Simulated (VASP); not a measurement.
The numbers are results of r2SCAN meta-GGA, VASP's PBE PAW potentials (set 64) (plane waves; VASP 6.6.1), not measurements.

A VASP calculation is set up with these files.

**POSCAR**
```
Nb3P
1
    0.0000000000     3.1812910029     3.1812910029
    3.1812910029     0.0000000000     3.1812910029
    3.1812910029     3.1812910029     0.0000000000
P Nb
1 3
Direct
  0.0157168898   0.0157168898  -0.0157168898
  0.5000000000   0.5000000000   0.5000000000
  0.2500000000   0.2500000000   0.2500000000
  0.7500000000   0.7500000000   0.7500000000
```

### INCAR
```
SYSTEM = Nb3P
PREC = Accurate; ENCUT = 480; LREAL = .FALSE.
LASPH = .TRUE.
EDIFF = 1E-7; NELM = 100; ALGO = Normal
LMAXMIX = 4; LMIXTAU = .TRUE.
ISMEAR = 1; SIGMA = 0.1
METAGGA = R2SCAN
ISIF = 2
LWAVE = .FALSE.; LCHARG = .FALSE.
```

**KPOINTS**
```
Automatic mesh
0
Gamma
8 8 8
0 0 0
```

POTCAR, in this order: P Nb_sv (PBE.64 set). Program: vasp_std.

The resulting files:

**OUTCAR**
```
 ion  position               nearest neighbor table
   1  0.016  0.016  0.984-   4 2.70   4 2.70   3 2.70   3 2.70   3 2.81   3 2.81   4 2.81   4 2.81
  LATTYP: Found a face centered cubic cell.
 ALAT       =     6.3625820058
 Subroutine PRICEL returns:
 Original cell was already a primitive cell.
 Subroutine GETGRP returns: Found  8 space group operations
The static configuration has the point symmetry C_4v.
The dynamic configuration has the point symmetry C_4v.
 Subroutine INISYM returns: Found  8 space group operations
 Subroutine IBZKPT returns following result:
 Found     59 irreducible k-points:

 Following reciprocal coordinates:
            Coordinates               Weight
  0.000000  0.000000  0.000000      1.000000
  0.125000  0.000000  0.000000      8.000000
  0.250000  0.000000  0.000000      8.000000
  0.375000  0.000000  0.000000      8.000000
  0.500000  0.000000  0.000000      4.000000
  0.125000  0.125000  0.000000      2.000000
  0.000000  0.125000  0.125000      4.000000
  0.250000  0.125000  0.000000      8.000000
  0.000000  0.250000  0.125000     16.000000
  0.375000  0.125000  0.000000      8.000000
  0.000000  0.375000  0.125000     16.000000
  0.500000  0.125000  0.000000      8.000000
  0.000000  0.500000  0.125000     16.000000
 -0.375000  0.125000  0.000000      8.000000
  0.000000 -0.375000  0.125000     16.000000
 -0.250000  0.125000  0.000000      8.000000
  0.000000 -0.250000  0.125000     16.000000
 -0.125000  0.125000  0.000000      4.000000
  0.000000 -0.125000  0.125000      8.000000
  0.250000  0.250000  0.000000      2.000000
  0.000000  0.250000  0.250000      4.000000
  0.375000  0.250000  0.000000      8.000000
  0.000000  0.375000  0.250000     16.000000
  0.500000  0.250000  0.000000      8.000000
  0.000000  0.500000  0.250000     16.000000
...
```

File OSZICAR:
```
       N       E                     dE             d eps       ncg     rms          rms(c)
DAV:   1     0.467645325247E+03    0.46765E+03   -0.24423E+04  3068   0.170E+03
DAV:   2    -0.550577361366E+02   -0.52270E+03   -0.51627E+03  3672   0.686E+02
DAV:   3    -0.100780412854E+03   -0.45723E+02   -0.44579E+02  6112   0.140E+02
DAV:   4    -0.104194524647E+03   -0.34141E+01   -0.33189E+01  4784   0.318E+01
DAV:   5    -0.104434840571E+03   -0.24032E+00   -0.23842E+00  5504   0.906E+00    0.198E+01
DAV:   6    -0.844000905656E+02    0.20035E+02   -0.12419E+01  5160   0.361E+01    0.435E+00
DAV:   7    -0.828859824002E+02    0.15141E+01   -0.23398E+00  4416   0.134E+01    0.228E+00
DAV:   8    -0.838413392098E+02   -0.95536E+00   -0.11981E+00  3824   0.790E+00    0.140E+00
DAV:   9    -0.839588809725E+02   -0.11754E+00   -0.18514E-01  4304   0.378E+00    0.718E-01
DAV:  10    -0.838603706745E+02    0.98510E-01   -0.10870E-01  3806   0.317E+00    0.431E-01
DAV:  11    -0.839720252760E+02   -0.11165E+00   -0.70310E-02  3328   0.250E+00    0.207E-01
DAV:  12    -0.839656431514E+02    0.63821E-02   -0.11995E-02  5240   0.757E-01    0.178E-01
DAV:  13    -0.839481134201E+02    0.17530E-01   -0.35035E-03  3560   0.508E-01    0.972E-02
DAV:  14    -0.839733973693E+02   -0.25284E-01   -0.11003E-02  3304   0.825E-01    0.451E-02
DAV:  15    -0.839744708370E+02   -0.10735E-02   -0.11199E-03  4936   0.269E-01    0.384E-02
DAV:  16    -0.839745132815E+02   -0.42445E-04   -0.58178E-05  5160   0.621E-02    0.304E-02
DAV:  17    -0.839745100489E+02    0.32327E-05   -0.89691E-05  4120   0.581E-02    0.129E-02
DAV:  18    -0.839745162450E+02   -0.61961E-05   -0.16215E-05  4648   0.404E-02    0.700E-03
DAV:  19    -0.839745274865E+02   -0.11242E-04   -0.11012E-05  3600   0.266E-02    0.430E-03
DAV:  20    -0.839745282408E+02   -0.75425E-06   -0.91196E-07  4374   0.804E-03    0.322E-03
DAV:  21    -0.839745290120E+02   -0.77126E-06   -0.15059E-07  2264   0.489E-03    0.396E-03
DAV:  22    -0.839745305788E+02   -0.15667E-05   -0.24121E-06  4056   0.940E-03    0.665E-03
DAV:  23    -0.839745305588E+02    0.19941E-07   -0.58844E-07  3528   0.677E-03
   1 F= -.83974531E+02 E0= -.83974160E+02  d E =-.111119E-02
```

File OUTCAR:
```
------------------------ aborting loop because EDIFF is reached ----------------------------------------
  FORCE on cell =-STRESS in cart. coord.  units (eV):
  Direction    XX          YY          ZZ          XY          YZ          ZX
  --------------------------------------------------------------------------------------
  Total        0.2432775      0.2432775      0.1828092      0.0000000     -0.0000000      0.0000000
  in kB        6.0530220      6.0530220      4.5485038      0.0000000     -0.0000000      0.0000000
  external PRESSURE =       5.5515159 kB  Pullay stress =       0.0000000 kB
  volume of cell :       64.39
      direct lattice vectors                 reciprocal lattice vectors
     0.000000000  3.181291003  3.181291003    -0.157168898  0.157168898  0.157168898
     3.181291003  0.000000000  3.181291003     0.157168898 -0.157168898  0.157168898
     3.181291003  3.181291003  0.000000000     0.157168898  0.157168898 -0.157168898
 POSITION                                       TOTAL-FORCE (eV/Angst)
 -----------------------------------------------------------------------------------
      3.18129      3.18129      0.10000         0.000000      0.000000     -0.402157
      3.18129      3.18129      3.18129         0.000000      0.000000     -0.126811
      1.59065      1.59065      1.59065         0.000000      0.000000      0.264484
      4.77194      4.77194      4.77194        -0.000000     -0.000000      0.264484
 -----------------------------------------------------------------------------------
    total drift:                               -0.000001     -0.000001      0.000094
  FREE ENERGIE OF THE ION-ELECTRON SYSTEM (eV)
  ---------------------------------------------------
  free  energy   TOTEN  =       -83.9745305588 eV

  energy  without entropy=      -83.9734193647  energy(sigma->0) =      -83.97416016
```
(Selected blocks of OUTCAR.)

The structure was generated: Nb3P was put into the D03 type (Fm-3m), which need not be its known phase. This cell was strained or had an atom moved on purpose.
